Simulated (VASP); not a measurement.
**ScAl3 under strain**

How does the pressure of ScAl3 answer to a change of volume? The bands are shown for each cell. All runs use r2SCAN. Left out of this account: 1 further run (fields: a reference on another mesh). The start is a computed cell from the Materials Project.

Program: VASP 6.6.1. Level of theory: r2SCAN; plane waves and PAW (Sc_sv, Al). Results are calculated unless marked as measured.

Most raw output is cut from this account.

### 1. Set-up

Symmetry: Pm-3m, No. 221, cubic system. The conventional cell has a = 4.088 Å, b = 4.088 Å, c = 4.088 Å, α = 90.00°, β = 90.00°, γ = 90.00°. Nearest to Sc lie 12 Al at 2.89 Å. Nearest to Al lie 8 Al at 2.89 Å and 4 Sc at 2.89 Å. Farther neighbours are not listed.

As a file:

```xyz
4
Lattice="4.0878 0.0000 0.0000 0.0000 4.0878 0.0000 0.0000 0.0000 4.0878" Properties=species:S:1:pos:R:3 pbc="T T T"
Sc    0.0000    0.0000    0.0000
Al    2.0439    0.0000    2.0439
Al    0.0000    2.0439    2.0439
Al    2.0439    2.0439    0.0000
```

### 2. Bands, cell as listed

The mesh alone shows little of the dispersion and can miss band extrema, so KPOINTS_OPT adds a path through the symmetry points after the self-consistent cycle. r2SCAN adds the kinetic-energy density, costs more than a GGA and is run with LASPH.

The input, INCAR:

```
SYSTEM = ScAl3
PREC = Accurate
ENCUT = 400
EDIFF = 1E-06
NELM = 100
ISMEAR = -1
SIGMA = 0.05
LREAL = .FALSE.
ALGO = Normal
METAGGA = R2SCAN
LASPH = .TRUE.
NBANDS = 24
LORBIT = 11
LWAVE = .FALSE.
LCHARG = .FALSE.
KPAR = 4
```

The input, POSCAR:

```
ScAl3
1.0
    4.0878065700      0.0000000000      0.0000000000
    0.0000000000      4.0878065700      0.0000000000
    0.0000000000      0.0000000000      4.0878065700
Sc Al
1 3
Direct
    0.0000000000      0.0000000000      0.0000000000
    0.5000000000      0.0000000000      0.5000000000
    0.0000000000      0.5000000000      0.5000000000
    0.5000000000      0.5000000000      0.0000000000
```

The input, KPOINTS:

```
Automatic mesh
0
Gamma
7 7 7
0 0 0
```

The input, KPOINTS_OPT:

```
Line mode
16
Line-mode
Reciprocal
  0.00000000   0.00000000   0.00000000 GAMMA
  0.00000000   0.50000000   0.00000000 X

  0.00000000   0.50000000   0.00000000 X
  0.50000000   0.50000000   0.00000000 M

  0.50000000   0.50000000   0.00000000 M
  0.00000000   0.00000000   0.00000000 GAMMA

  0.00000000   0.00000000   0.00000000 GAMMA
  0.50000000   0.50000000   0.50000000 R

  0.50000000   0.50000000   0.50000000 R
  0.00000000   0.50000000   0.00000000 X

  0.50000000   0.50000000   0.00000000 M
  0.50000000   0.50000000   0.50000000 R
```

PAW data sets: Sc_sv and Al (PBE family, release 64).

The run is started by

```bash
> mpirun -np 4 vasp_std
```

The job ended after 29 s (4 MPI ranks of Intel Xeon 6975P-C (Granite Rapids), shared host; peak memory 0.66 GiB; 1.9 min of CPU time).

The k-mesh is coarse for a metal. The PAW data sets were made with PBE, which is usual practice but a small mismatch for other functionals.

This step gave:

```yaml
scf_cycles: 14
electrons: 20
bands: 24
irreducible_k_points: 20
symmetry_operations: 48
free_energy_toten: -33.51 eV
energy_at_zero_smearing: -33.51 eV
fermi_energy: 7.207 eV
pressure: -0.2048 GPa
metallic: yes
```

The electronic bands at the labelled points (eV, zero at the Fermi level; # counts the bands kept):

```csv
point,#3,#4,#5,#6,#7,#8,#9,#10
Γ,-2.62,-1.91,-1.91,-1.91,1.43,1.51,1.51,1.51
0.53 of the way,-2.12,-1.82,-1.82,-0.11,1.20,1.20,1.70,2.70
X,-1.75,-1.75,-1.49,1.08,1.08,1.29,1.45,1.88
0.53 of the way,-4.12,-2.90,-1.24,-0.04,1.28,1.54,2.67,2.76
M,-5.88,-4.59,-0.47,-0.47,1.31,1.62,2.41,2.88
0.53 of the way,-4.61,-1.62,-1.49,0.28,0.41,1.12,2.68,3.18
Γ,-2.62,-1.91,-1.91,-1.91,1.43,1.51,1.51,1.51
0.53 of the way,-4.65,-3.99,-1.45,-1.45,0.75,2.40,2.40,2.44
R,-4.90,-4.71,-3.17,-3.17,-3.17,1.16,2.99,2.99
0.47 of the way,-3.97,-3.14,-2.69,-2.08,-0.17,2.53,2.84,3.01
X,-1.75,-1.75,-1.49,1.08,1.08,1.29,1.45,1.88
jump to M,-5.88,-4.59,-0.47,-0.47,1.31,1.62,2.41,2.88
0.47 of the way,-5.57,-4.08,-1.86,-1.74,-1.74,2.30,2.92,3.76
R,-4.90,-4.71,-3.17,-3.17,-3.17,1.16,2.99,2.99
```

Of the projections kept (Sc, Al), the largest for each band there; the rest of the weight can lie on other orbitals:

```csv
point,#3,#4,#5,#6,#7,#8,#9,#10
Γ,Sc 0.56,Al 0.82,Al 0.82,Al 0.82,Sc 0.93,Sc 1.00,Sc 1.00,Sc 1.00
X,Sc 0.57,Sc 0.57,Sc 0.80,Al 0.68,Al 0.68,Al 1.00,Al 0.60,Sc 1.00
M,Al 0.83,Sc 0.53,Sc 0.76,Sc 0.76,Al 1.00,Sc 0.74,Sc 1.00,Sc 0.98
Γ,Sc 0.56,Al 0.82,Al 0.82,Al 0.82,Sc 0.93,Sc 1.00,Sc 1.00,Sc 1.00
R,Al 0.72,Al 1.00,Al 0.67,Al 0.67,Al 0.67,Sc 1.00,Sc 1.00,Sc 1.00
X,Sc 0.57,Sc 0.57,Sc 0.80,Al 0.68,Al 0.68,Al 1.00,Al 0.60,Sc 1.00
```

There is no gap at this level.

### 3. Bands, volume times 1.04

The cell is expanded evenly, with fractional positions held.

INCAR is that of step 2.

The input, POSCAR:

```
ScAl3
1.0
    4.1415996674      0.0000000000      0.0000000000
    0.0000000000      4.1415996674      0.0000000000
    0.0000000000      0.0000000000      4.1415996674
Sc Al
1 3
Direct
    0.0000000000      0.0000000000      0.0000000000
    0.5000000000      0.0000000000      0.5000000000
    0.0000000000      0.5000000000      0.5000000000
    0.5000000000      0.5000000000      0.0000000000
```

KPOINTS is that of step 2.

KPOINTS_OPT is that of step 2.

The run is started by

```bash
> mpirun -np 4 vasp_std
```

Wall time 29 s (4 MPI ranks); peak memory 0.69 GiB; 1.9 min of CPU time.

This step gave:

| Quantity | Value |
| --- | --- |
| SCF cycles | 15 |
| free energy (TOTEN) | -33.48 eV |
| energy at zero smearing | -33.48 eV |
| Fermi energy | 6.872 eV |
| pressure | -3.606 GPa |

Electronic bands along the path, in eV, zero at the Fermi level; # counts the bands kept:

```csv
point,#3,#4,#5,#6,#7,#8,#9,#10
Γ,-2.58,-1.90,-1.90,-1.90,1.44,1.47,1.47,1.47
0.53 of the way,-2.08,-1.79,-1.79,-0.10,1.15,1.15,1.65,2.47
X,-1.70,-1.70,-1.41,1.01,1.01,1.05,1.45,1.82
0.53 of the way,-4.07,-2.85,-1.20,-0.05,1.22,1.48,2.56,2.69
M,-5.83,-4.51,-0.45,-0.45,1.29,1.56,2.31,2.75
0.47 of the way,-4.82,-1.67,-1.48,0.21,0.22,1.45,2.85,2.85
Γ,-2.58,-1.90,-1.90,-1.90,1.44,1.47,1.47,1.47
0.53 of the way,-4.60,-3.90,-1.42,-1.42,0.72,2.31,2.31,2.34
R,-4.85,-4.57,-3.14,-3.14,-3.14,1.06,2.87,2.87
0.53 of the way,-3.67,-2.88,-2.49,-1.71,0.42,2.43,2.57,2.84
X,-1.70,-1.70,-1.41,1.01,1.01,1.05,1.45,1.82
jump to M,-5.83,-4.51,-0.45,-0.45,1.29,1.56,2.31,2.75
0.47 of the way,-5.51,-4.01,-1.83,-1.72,-1.72,2.20,2.80,3.60
R,-4.85,-4.57,-3.14,-3.14,-3.14,1.06,2.87,2.87
```

Of the projections kept (Sc, Al), the largest for each band there; the rest of the weight can lie on other orbitals:

```csv
point,#3,#4,#5,#6,#7,#8,#9,#10
Γ,Sc 0.54,Al 0.82,Al 0.82,Al 0.82,Sc 0.92,Sc 1.00,Sc 1.00,Sc 1.00
X,Sc 0.57,Sc 0.57,Sc 0.80,Al 0.69,Al 0.69,Al 1.00,Al 0.62,Sc 1.00
M,Al 0.84,Sc 0.53,Sc 0.77,Sc 0.77,Al 1.00,Sc 0.74,Sc 1.00,Sc 0.98
Γ,Sc 0.54,Al 0.82,Al 0.82,Al 0.82,Sc 0.92,Sc 1.00,Sc 1.00,Sc 1.00
R,Al 0.73,Al 1.00,Al 0.68,Al 0.68,Al 0.68,Sc 1.00,Sc 1.00,Sc 1.00
X,Sc 0.57,Sc 0.57,Sc 0.80,Al 0.69,Al 0.69,Al 1.00,Al 0.62,Sc 1.00
```

 The pressure is -3.61 GPa.

For the pressure, step 2 gave -0.205 GPa; this run, with cell volume +4.0 %, gives -3.61 GPa.

### 4. Bands, volume times 1.08

INCAR is that of step 3.

The input, POSCAR:

```
ScAl3
1.0
    4.1940305456      0.0000000000      0.0000000000
    0.0000000000      4.1940305456      0.0000000000
    0.0000000000      0.0000000000      4.1940305456
Sc Al
1 3
Direct
    0.0000000000      0.0000000000      0.0000000000
    0.5000000000      0.0000000000      0.5000000000
    0.0000000000      0.5000000000      0.5000000000
    0.5000000000      0.5000000000      0.0000000000
```

KPOINTS is that of step 3.

KPOINTS_OPT is that of step 3.

The run is started by

```bash
> mpirun -np 4 vasp_std
```

Wall time 29 s (4 MPI ranks); peak memory 0.69 GiB.

This step gave:

```yaml
scf_cycles: 14
free_energy_toten: -33.40 eV
energy_at_zero_smearing: -33.39 eV
fermi_energy: 6.557 eV
pressure: -6.384 GPa
```

The electronic bands at the labelled points (eV, zero at the Fermi level; # counts the bands kept):

```csv
point,#3,#4,#5,#6,#7,#8,#9,#10
Γ,-2.55,-1.89,-1.89,-1.89,1.44,1.44,1.44,1.44
0.47 of the way,-2.16,-1.78,-1.78,-0.32,1.16,1.16,1.57,2.59
X,-1.65,-1.65,-1.35,0.82,0.95,0.95,1.45,1.76
0.53 of the way,-4.02,-2.80,-1.16,-0.05,1.16,1.42,2.46,2.62
M,-5.78,-4.42,-0.44,-0.44,1.27,1.51,2.22,2.64
0.53 of the way,-4.45,-1.57,-1.38,0.15,0.40,1.07,2.48,2.98
Γ,-2.55,-1.89,-1.89,-1.89,1.44,1.44,1.44,1.44
0.47 of the way,-4.42,-3.67,-0.99,-0.99,1.50,1.87,1.87,2.17
R,-4.80,-4.43,-3.11,-3.11,-3.11,0.96,2.75,2.75
0.53 of the way,-3.64,-2.82,-2.44,-1.70,0.41,2.32,2.47,2.73
X,-1.65,-1.65,-1.35,0.82,0.95,0.95,1.45,1.76
jump to M,-5.78,-4.42,-0.44,-0.44,1.27,1.51,2.22,2.64
0.47 of the way,-5.46,-3.94,-1.79,-1.69,-1.69,2.10,2.69,3.45
R,-4.80,-4.43,-3.11,-3.11,-3.11,0.96,2.75,2.75
```

Of the projections kept (Sc, Al), the largest for each band there; the rest of the weight can lie on other orbitals:

```csv
point,#3,#4,#5,#6,#7,#8,#9,#10
Γ,Sc 0.52,Al 0.82,Al 0.82,Al 0.82,Sc 1.00,Sc 1.00,Sc 1.00,Sc 0.92
X,Sc 0.57,Sc 0.57,Sc 0.80,Al 1.00,Al 0.69,Al 0.69,Al 0.63,Sc 1.00
M,Al 0.85,Sc 0.53,Sc 0.77,Sc 0.77,Al 1.00,Sc 0.73,Sc 1.00,Sc 0.98
Γ,Sc 0.52,Al 0.82,Al 0.82,Al 0.82,Sc 1.00,Sc 1.00,Sc 1.00,Sc 0.92
R,Al 0.74,Al 1.00,Al 0.68,Al 0.68,Al 0.68,Sc 1.00,Sc 1.00,Sc 1.00
X,Sc 0.57,Sc 0.57,Sc 0.80,Al 1.00,Al 0.69,Al 0.69,Al 0.63,Sc 1.00
```

 The pressure is -6.38 GPa.

Between step 2 and this run (cell volume +8.0 %) the value for the pressure moves from -0.205 GPa to -6.38 GPa.

### 5. Bands, sheared, principal strains -2.6, +0.7, +1.9 %

The cell is sheared at fixed volume, which lowers its symmetry.

INCAR is that of step 4.

The input, POSCAR:

```
ScAl3
1.0
    4.1575400000      0.0074450000     -0.0406720000
    0.0074450000      4.1141690000      0.0216460000
   -0.0406720000      0.0216460000      3.9940130000
Sc Al
1 3
Direct
    0.0000000000      0.0000000000      0.0000000000
    0.5000000000      0.0000000000      0.5000000000
    0.0000000000      0.5000000000      0.5000000000
    0.5000000000      0.5000000000      0.0000000000
```

KPOINTS is that of step 4.

The input, KPOINTS_OPT:

```
Line mode
16
Line-mode
Reciprocal
 -0.50000000   0.00000000   0.00000000 X
  0.00000000   0.00000000   0.00000000 GAMMA

  0.00000000   0.00000000   0.00000000 GAMMA
  0.00000000  -0.50000000   0.00000000 Y

 -0.50000000  -0.50000000   0.00000000 L
  0.00000000   0.00000000   0.00000000 GAMMA

  0.00000000   0.00000000   0.00000000 GAMMA
  0.00000000   0.50000000   0.50000000 Z

 -0.50000000   0.50000000   0.50000000 N
  0.00000000   0.00000000   0.00000000 GAMMA

  0.00000000   0.00000000   0.00000000 GAMMA
  0.00000000   0.00000000   0.50000000 M

 -0.50000000   0.00000000   0.50000000 R
  0.00000000   0.00000000   0.00000000 GAMMA
```

The run is started by

```bash
> mpirun -np 4 vasp_std
```

The job ended after 2.2 min (4 MPI ranks; peak memory 1.5 GiB; 7.9 min of CPU time).

The path and its labels are those of the sheared lattice, so a letter need not mean the same point as in the unstrained cell.

Numbers from this step:

```yaml
scf_cycles: 15
irreducible_k_points: 172
symmetry_operations: 2
free_energy_toten: -33.48 eV
energy_at_zero_smearing: -33.47 eV
fermi_energy: 7.242 eV
pressure: -0.1019 GPa
```

The electronic bands at the labelled points (eV, zero at the Fermi level; # counts the bands kept):

```csv
point,#3,#4,#5,#6,#7,#8,#9,#10
X,-1.89,-1.55,-1.45,0.93,1.09,1.30,1.77,1.86
0.47 of the way,-2.06,-1.96,-1.54,-0.20,1.09,1.33,1.71,2.66
Γ,-2.47,-2.19,-2.04,-1.57,1.36,1.40,1.52,1.54
0.53 of the way,-2.14,-2.08,-1.53,-0.17,1.02,1.35,1.69,2.63
Y,-1.99,-1.53,-1.49,0.81,0.96,1.35,1.79,1.85
jump to L,-6.01,-4.63,-0.35,-0.31,1.51,1.87,2.27,2.71
0.53 of the way,-4.71,-1.53,-1.36,0.32,0.53,0.94,2.72,3.05
Γ,-2.47,-2.19,-2.04,-1.57,1.36,1.40,1.52,1.54
0.47 of the way,-4.51,-1.87,-1.56,0.10,0.32,1.15,2.58,3.17
Z,-5.75,-4.62,-0.67,-0.57,1.11,1.37,2.41,2.99
jump to N,-4.79,-4.75,-3.32,-3.25,-3.05,1.11,2.85,3.08
0.47 of the way,-4.49,-3.99,-1.50,-1.43,0.60,2.18,2.37,2.46
Γ,-2.47,-2.19,-2.04,-1.57,1.36,1.40,1.52,1.54
0.47 of the way,-2.43,-2.07,-1.93,-0.32,1.12,1.20,1.57,2.98
M,-1.94,-1.82,-1.59,0.75,0.97,1.21,1.43,1.83
jump to R,-5.75,-4.62,-0.63,-0.47,1.21,1.50,2.34,2.96
0.47 of the way,-4.80,-1.81,-1.63,0.09,0.19,1.46,2.86,2.90
Γ,-2.47,-2.19,-2.04,-1.57,1.36,1.40,1.52,1.54
```

Of the projections kept (Sc, Al), the largest for each band there; the rest of the weight can lie on other orbitals:

```csv
point,#3,#4,#5,#6,#7,#8,#9,#10
X,Sc 0.55,Sc 0.62,Sc 0.77,Al 0.68,Al 0.91,Al 0.68,Al 0.88,Sc 1.00
Γ,Sc 0.58,Al 0.82,Al 0.82,Al 0.82,Sc 0.97,Sc 1.00,Sc 1.00,Sc 1.00
Y,Sc 0.55,Sc 0.67,Sc 0.72,Al 0.68,Al 0.91,Al 0.70,Al 0.88,Sc 1.00
L,Al 0.83,Sc 0.54,Sc 0.77,Sc 0.77,Al 1.00,Sc 0.80,Sc 1.00,Sc 0.97
Γ,Sc 0.58,Al 0.82,Al 0.82,Al 0.82,Sc 0.97,Sc 1.00,Sc 1.00,Sc 1.00
Z,Al 0.83,Sc 0.51,Sc 0.76,Sc 0.76,Al 1.00,Sc 0.71,Sc 1.00,Sc 0.98
```

 The pressure is -0.10 GPa, and the symmetry operations fall from 48 to 2.

### 6. Bands, volume times 0.96

The cell is compressed evenly, with fractional positions held.

INCAR is that of step 5.

The input, POSCAR:

```
ScAl3
1.0
    4.0325591682      0.0000000000      0.0000000000
    0.0000000000      4.0325591682      0.0000000000
    0.0000000000      0.0000000000      4.0325591682
Sc Al
1 3
Direct
    0.0000000000      0.0000000000      0.0000000000
    0.5000000000      0.0000000000      0.5000000000
    0.0000000000      0.5000000000      0.5000000000
    0.5000000000      0.5000000000      0.0000000000
```

KPOINTS is that of step 5.

The input, KPOINTS_OPT:

```
Line mode
16
Line-mode
Reciprocal
  0.00000000   0.00000000   0.00000000 GAMMA
  0.00000000   0.50000000   0.00000000 X

  0.00000000   0.50000000   0.00000000 X
  0.50000000   0.50000000   0.00000000 M

  0.50000000   0.50000000   0.00000000 M
  0.00000000   0.00000000   0.00000000 GAMMA

  0.00000000   0.00000000   0.00000000 GAMMA
  0.50000000   0.50000000   0.50000000 R

  0.50000000   0.50000000   0.50000000 R
  0.00000000   0.50000000   0.00000000 X

  0.50000000   0.50000000   0.00000000 M
  0.50000000   0.50000000   0.50000000 R
```

The run is started by

```bash
> mpirun -np 4 vasp_std
```

It took 47 s on 4 MPI ranks; peak memory 0.68 GiB.

This step gave:

```
SCF cycles              : 13
irreducible k-points    : 20
symmetry operations     : 48
energy at zero smearing : -33.48 eV
Fermi energy            : 7.565 eV
pressure                : 3.952 GPa
```

The electronic bands at the labelled points (eV, zero at the Fermi level; # counts the bands kept):

```csv
point,#3,#4,#5,#6,#7,#8,#9,#10
Γ,-2.66,-1.91,-1.91,-1.91,1.42,1.54,1.54,1.54
0.47 of the way,-2.28,-1.85,-1.85,-0.37,1.29,1.29,1.71,2.99
X,-1.80,-1.80,-1.56,1.16,1.16,1.46,1.55,1.94
0.47 of the way,-3.81,-2.65,-1.39,0.09,1.22,1.59,2.76,3.15
M,-5.93,-4.68,-0.49,-0.49,1.34,1.67,2.52,3.00
0.53 of the way,-4.69,-1.65,-1.55,0.34,0.42,1.14,2.79,3.29
Γ,-2.66,-1.91,-1.91,-1.91,1.42,1.54,1.54,1.54
0.53 of the way,-4.69,-4.09,-1.48,-1.48,0.79,2.50,2.50,2.55
R,-4.96,-4.86,-3.20,-3.20,-3.20,1.28,3.12,3.12
0.47 of the way,-4.01,-3.20,-2.73,-2.10,-0.17,2.65,2.96,3.14
X,-1.80,-1.80,-1.56,1.16,1.16,1.46,1.55,1.94
jump to M,-5.93,-4.68,-0.49,-0.49,1.34,1.67,2.52,3.00
0.47 of the way,-5.62,-4.14,-1.90,-1.76,-1.76,2.42,3.05,3.93
R,-4.96,-4.86,-3.20,-3.20,-3.20,1.28,3.12,3.12
```

Of the projections kept (Sc, Al), the largest for each band there; the rest of the weight can lie on other orbitals:

```csv
point,#3,#4,#5,#6,#7,#8,#9,#10
Γ,Sc 0.57,Al 0.82,Al 0.82,Al 0.82,Sc 0.93,Sc 1.00,Sc 1.00,Sc 1.00
X,Sc 0.57,Sc 0.57,Sc 0.79,Al 0.68,Al 0.68,Al 0.59,Al 1.00,Sc 1.00
M,Al 0.82,Sc 0.53,Sc 0.76,Sc 0.76,Al 1.00,Sc 0.75,Sc 1.00,Sc 0.98
Γ,Sc 0.57,Al 0.82,Al 0.82,Al 0.82,Sc 0.93,Sc 1.00,Sc 1.00,Sc 1.00
R,Al 0.70,Al 1.00,Al 0.67,Al 0.67,Al 0.67,Sc 1.00,Sc 1.00,Sc 1.00
X,Sc 0.57,Sc 0.57,Sc 0.79,Al 0.68,Al 0.68,Al 0.59,Al 1.00,Sc 1.00
```

 The pressure is 3.95 GPa.

Between step 2 and this run (cell volume -4.0 %) the value for the pressure moves from -0.205 GPa to 3.95 GPa.

### 7. Bands, volume times 0.92

The cell is scaled evenly once more. A prediction first. A parabola through the 4 pressures of evenly scaled cells so far, P = -0.20 -94.2 t +180 t² GPa with t = ln(V/V₁) and V₁ the volume at scale 1, gives 8.91 GPa at t = -0.0834.

INCAR is that of step 6.

The input, POSCAR:

```
ScAl3
1.0
    3.9757549937      0.0000000000      0.0000000000
    0.0000000000      3.9757549937      0.0000000000
    0.0000000000      0.0000000000      3.9757549937
Sc Al
1 3
Direct
    0.0000000000      0.0000000000      0.0000000000
    0.5000000000      0.0000000000      0.5000000000
    0.0000000000      0.5000000000      0.5000000000
    0.5000000000      0.5000000000      0.0000000000
```

KPOINTS is that of step 6.

KPOINTS_OPT is that of step 6.

The run is started by

```bash
> mpirun -np 4 vasp_std
```

The job ended after 46 s (4 MPI ranks; peak memory 0.68 GiB).

Numbers from this step:

```
SCF cycles              : 12
free energy (TOTEN)     : -33.37 eV
energy at zero smearing : -33.37 eV
Fermi energy            : 7.949 eV
pressure                : 9.038 GPa
```

(Part 1 of 2 ends here.)

[Lines on the potential files, build, host, timing and source positions are cut from VASP's logs without a mark.]

[Logs are printed without paths, hosts, clocks, repeated set-up lines and the standing remarks that a program may print on its own settings, such as how far it seeks lower states.]

[Hosts, paths, dates, database ids (printed as entryN), source tags and the programs' standing remarks are cut or masked in the printed files.]

[A measured line is paired with the nearest computed mode of its activity, which favours agreement.]
